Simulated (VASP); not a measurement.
Given:

```
AlFe
1.0
    2.91000     0.00000     0.00000
    0.00000     2.91000     0.00000
    0.00000     0.00000     2.91000
Al Fe
1 1
Cartesian
  1.45500   1.45500   1.45500
  0.00000   0.00000   0.00000
```

The numbers are results of PW91 GGA, VASP's PBE PAW potentials (set 64) (plane waves; VASP), not measurements. Numerical set-up: 520 eV cut-off, 11×11×11 Γ-centred mesh, first-order Methfessel-Paxton smearing of 0.10 eV, potentials Al Fe.

Energy and stress use the plane-wave basis of the starting cell.

Problem. The ions, cell shape and volume are relaxed. Which structure does the run end with?

Solution. 
```
AlFe
1.0
    2.86853     0.00000     0.00000
    0.00000     2.86853     0.00000
    0.00000     0.00000     2.86853
Al Fe
1 1
Direct
  0.50000   0.50000   0.50000
  0.00000   0.00000   0.00000
```
Space group Pm-3m (221), at a tolerance of 0.03 Å.

Problem. How do energy and volume change from the first to the last step?

Solution. The energy (σ→0) changes by -11.9 meV/atom and the volume by -4.2 %, in 3 ionic steps.

The compound is FeAl in the CsCl type structure. This run relaxes it. Symmetry was kept, so distortions that lower it aren't found. The run is not spin-polarised, so no magnetic state was tried. The electron count is odd and the run is not spin-polarised, which forces a metal.
